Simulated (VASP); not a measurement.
Here is the system:

```xyz
4
Lattice="4.0543 0.0000 0.0000 -2.0271 3.5111 0.0000 0.0000 0.0000 4.7108" Properties=species:S:1:pos:R:3 pbc="T T T"
Hf     0.0000     2.3407     4.4163
Hf     2.0271     1.1704     2.0610
B      0.0000     2.3407     2.0610
B      2.0271     1.1704     4.4163
```

All values below come from PBEsol GGA, VASP's PBE PAW potentials (set 64) (plane waves; VASP). Settings: 520 eV cut-off, 10×10×7 Γ-centred mesh, tetrahedra with Blöchl corrections, potentials Hf_pv B.

Unless said otherwise, spin-orbit coupling is left out, though it shifts the bands of the heavy elements here.

**Question.** Predict the energy per atom (σ→0), band gap (on the k-mesh) with the smallest direct gap where there is one.

**Answer.** 
| Item | Result |
|---|---|
| band gap (on the k-mesh) | none (metal, semimetal or under 0.01 eV) |
| energy per atom (σ→0) | -8.561 eV/atom |

Total energies compare only between runs with the same potentials, cut-off and functional.

The structure was generated: HfB was put into the wurtzite type (P6_3mc), which need not be its known phase. It was relaxed first, which changed the volume by -37 %. The relaxed cell has space group P6_3/mmc.
